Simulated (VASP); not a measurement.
# Be4NiGe (F-43m) in VASP: reference runs, part 2 of 2

VASP 6.6.1. The steps go on from the part before.

### 3 Single point, PBE, collinear spin, ferromagnetic start (atoms moved at random, drawn with an rms of 0.05 Å)

Contents of INCAR:

```
PREC = Accurate
ENCUT = 520
EDIFF = 1E-7
ISMEAR = -1
SIGMA = 0.05
LREAL = F
LASPH = T
NELM = 100
ALGO = Normal
ISIF = 2
LWAVE = F
LCHARG = T
ISPIN = 2
MAGMOM = 0 1 0 0 0 0
LORBIT = 11
LMAXMIX = 4
GGA = PE
LELF = T
LVHAR = T
NBANDS = 29
```

Contents of KPOINTS:

```
regular mesh
0
Gamma
  8 8 8
```

Contents of POSCAR:

```
Be4NiGe
1.0
    0.0000000000      3.0659080000      3.0659080000
    3.0659080000      0.0000000000      3.0659080000
    3.0659080000      3.0659080000      0.0000000000
Ge Ni Be
1 1 4
Direct
    0.0101550000      0.0041470000      0.0012850000
    0.2485050000      0.2601540000      0.2422100000
    0.1336620000      0.6052970000      0.6332880000
    0.6280680000      0.6213870000      0.6180000000
    0.6336000000      0.6352700000      0.1193040000
    0.6280370000      0.1331720000      0.6279310000
```

Potentials or basis: VASP PAW PBE potentials, release 64 (Ge_d, Ni, Be).

Started as:

```
$ cat potpaw_PBE.64/Ge_d/POTCAR potpaw_PBE.64/Ni/POTCAR potpaw_PBE.64/Be/POTCAR > POTCAR
$ mpirun -np 1 vasp_std > vasp.out
```

OUTCAR:

```text
PREC = Accurate
   ENCUT = 520
   EDIFF = 1E-7
   ISMEAR = -1
   LREAL = F
   LASPH = T
   NELM = 100
   ISIF = 2
   ISPIN = 2
   LORBIT = 11
   GGA = PE

 ion  position               nearest neighbor table
   1  0.010  0.004  0.001-   3 2.45   6 2.52   5 2.52   5 2.54   5 2.55   6 2.56   4 2.56   6 2.56
                             4 2.56   4 2.56   3 2.57   2 2.60   3 2.61   2 2.63   2 2.69   2 2.70
   2  0.249  0.260  0.242-   3 2.47   5 2.50   6 2.51   4 2.51   3 2.51   4 2.52   6 2.53   5 2.54
                             4 2.58   5 2.58   6 2.59   1 2.60   3 2.63   1 2.63   1 2.69   1 2.70
   3  0.134  0.605  0.633-   6 2.10   5 2.14   4 2.15   4 2.19   5 2.20   6 2.24   1 2.45   2 2.47
                             2 2.51   1 2.57   1 2.61   2 2.63
   4  0.628  0.621  0.618-   6 2.10   5 2.12   3 2.15   3 2.19   5 2.22   6 2.24   2 2.51   2 2.52
                             1 2.56   1 2.56   1 2.56   2 2.58
   5  0.634  0.635  0.119-   4 2.12   3 2.14   6 2.14   6 2.19   3 2.20   4 2.22   2 2.50   1 2.52
                             2 2.54   1 2.54   1 2.55   2 2.58
   6  0.628  0.133  0.628-   4 2.10   3 2.10   5 2.14   5 2.19   4 2.24   3 2.24   2 2.51   1 2.52
                             2 2.53   1 2.56   1 2.56   2 2.59

  LATTYP: Found a face centered cubic cell.
 ALAT       =     6.1318160000

  Lattice vectors:

 A1 = (   0.0000000000,   3.0659080000,   3.0659080000)
 A2 = (   3.0659080000,   0.0000000000,   3.0659080000)
 A3 = (   3.0659080000,   3.0659080000,   0.0000000000)

Analysis of symmetry for initial positions (statically):
=====================================================================
 Subroutine PRICEL returns:
 Original cell was already a primitive cell.

 Routine SETGRP: Setting up the symmetry group for a
 face centered cubic supercell.

 Subroutine GETGRP returns: Found  1 space group operations
 (whereof  1 operations were pure point group operations)
 out of a pool of 48 trial point group operations.

The static configuration has the point symmetry C_1 .

Analysis of symmetry for dynamics (positions and initial velocities):
=====================================================================
 Subroutine PRICEL returns:
 Original cell was already a primitive cell.

[... 930 lines left out ...]
     28      21.1352      0.00000

 [... further k-points ...]

 spin component 2

 k-point     1 :       0.0000    0.0000    0.0000
  band No.  band energies     occupation
      1     -16.8295      1.00000
      2     -16.8276      1.00000
      3     -16.8269      1.00000
      4     -16.8246      1.00000
      5     -16.8240      1.00000
      6      -4.4478      1.00000
[... 733 lines left out ...]
     27      18.9246      0.00000
     28      21.1352      0.00000

 [... further k-points ...]

 [bands above 28 left out]

------------------------ aborting loop because EDIFF is reached ----------------------------------------

  FORCE on cell =-STRESS in cart. coord.  units (eV):
  Direction    XX          YY          ZZ          XY          YZ          ZX
  --------------------------------------------------------------------------------------
  -------------------------------------------------------------------------------------
  Total       -0.1182596     -0.0328077      0.1373105     -0.0870705      0.0494277      0.0440766
  in kB       -3.2873030     -0.9119657      3.8168658     -2.4203293      1.3739590      1.2252108
  external PRESSURE =      -0.1274676 kB  Pullay stress =       0.0000000 kB

 VOLUME and BASIS-vectors are now :
 -----------------------------------------------------------------------------
  energy-cutoff  :      520.00
  volume of cell :       57.64
      direct lattice vectors                 reciprocal lattice vectors
     0.000000000  3.065908000  3.065908000    -0.163083824  0.163083824  0.163083824
     3.065908000  0.000000000  3.065908000     0.163083824 -0.163083824  0.163083824
     3.065908000  3.065908000  0.000000000     0.163083824  0.163083824 -0.163083824

 POSITION                                       TOTAL-FORCE (eV/Angst)
 -----------------------------------------------------------------------------------
      0.01665      0.03507      0.04385        -0.093800     -0.065856     -0.186719
      1.54020      1.50449      1.55950        -0.021559      0.126913     -0.006254
      3.79739      2.35140      2.26558         0.053612     -0.258452      0.446122
      3.79985      3.82033      3.83071         0.333971      0.088925      0.187618
      2.31345      2.30833      3.89024         0.135424      0.153364     -0.504419
      2.33347      3.85068      2.33380        -0.407647     -0.044894      0.063653
 -----------------------------------------------------------------------------------
    total drift:                                0.000544     -0.000474     -0.000375

  FREE ENERGIE OF THE ION-ELECTRON SYSTEM (eV)
  ---------------------------------------------------
  free  energy   TOTEN  =       -25.1591750071 eV

  energy  without entropy=      -25.1489254527  energy(sigma->0) =      -25.15405023

 total charge

# of ion       s       p       d       tot
------------------------------------------
    1        1.134   1.157  10.104  12.396
    2        0.410   0.496   8.398   9.303
    3        0.417   0.725   0.000   1.141
    4        0.415   0.719   0.000   1.134
    5        0.415   0.722   0.000   1.137
    6        0.417   0.723   0.000   1.139
--------------------------------------------------
tot          3.208   4.540  18.502  26.250

 magnetization (x)

# of ion       s       p       d       tot
------------------------------------------
    1        0.000   0.000  -0.000   0.000
    2       -0.000  -0.000   0.000   0.000
    3       -0.000  -0.000   0.000  -0.000
    4       -0.000  -0.000   0.000  -0.000
    5       -0.000  -0.000   0.000  -0.000
    6       -0.000  -0.000   0.000  -0.000
--------------------------------------------------
tot         -0.000  -0.000   0.000   0.000
```

OSZICAR:

```text
N       E                     dE             d eps       ncg     rms          rms(c)
DAV:   1     0.211658801238E+03    0.21166E+03   -0.13299E+04 36141   0.211E+03
DAV:   2     0.198044133061E+01   -0.20968E+03   -0.19126E+03 30249   0.517E+02
DAV:   3    -0.299903496764E+02   -0.31971E+02   -0.30635E+02 34427   0.120E+02
DAV:   4    -0.310650098257E+02   -0.10747E+01   -0.10700E+01 37361   0.254E+01
DAV:   5    -0.310825664952E+02   -0.17557E-01   -0.17553E-01 36984   0.350E+00    0.266E+01
DAV:   6    -0.574812738518E+02   -0.26399E+02   -0.88149E+01 37926   0.181E+02    0.691E+01
DAV:   7    -0.318688374103E+02    0.25612E+02   -0.38313E+01 35509   0.558E+01    0.184E+01
DAV:   8    -0.253580873308E+02    0.65108E+01   -0.80371E+00 36197   0.525E+01    0.627E+00
DAV:   9    -0.251647698380E+02    0.19332E+00   -0.22653E+00 47293   0.157E+01    0.206E+00
DAV:  10    -0.251823898048E+02   -0.17620E-01   -0.22520E-01 40992   0.645E+00    0.164E+00
DAV:  11    -0.251598564467E+02    0.22533E-01   -0.22239E-02 40010   0.290E+00    0.446E-01
DAV:  12    -0.251609656468E+02   -0.11092E-02   -0.84679E-03 45198   0.145E+00    0.422E-01
DAV:  13    -0.251592584145E+02    0.17072E-02   -0.24574E-03 39705   0.768E-01    0.972E-02
DAV:  14    -0.251591703695E+02    0.88045E-04   -0.20333E-04 47947   0.188E-01    0.139E-02
DAV:  15    -0.251591787572E+02   -0.83877E-05   -0.37775E-05 45566   0.457E-02    0.197E-02
DAV:  16    -0.251591749353E+02    0.38219E-05   -0.40072E-06 38774   0.347E-02    0.409E-03
DAV:  17    -0.251591750770E+02   -0.14165E-06   -0.12864E-06 39661   0.142E-02    0.414E-03
DAV:  18    -0.251591750071E+02    0.69842E-07   -0.27179E-07 30377   0.796E-03
   1 F= -.25159175E+02 E0= -.25154050E+02  d E =-.102496E-01  mag=     0.0000
```

Run time: 6.2 min. Hardware: 1 thread of Intel Xeon 6975P-C (Granite Rapids), shared host; peak memory 0.7 GiB.

What came out:

| Quantity | Value |
| --- | --- |
| Free energy | -25.1592 eV |
| Pressure | 0.0 GPa |
| Largest force | 0.544 eV/Å |
| Band gap on the k mesh | none (metal or under the smearing width) |
| Net moment | 0.00 μB per cell |
| Valence electrons inside the program's atomic spheres | Ge 12.40; Ni 9.30; Be 1.14, 1.13 |

Forces on the atoms (eV/Å):
```
Ge  -0.094 -0.066 -0.187
Ni  -0.022  0.127 -0.006
Be   0.054 -0.258  0.446
Be   0.334  0.089  0.188
Be   0.135  0.153 -0.504
Be  -0.408 -0.045  0.064
```
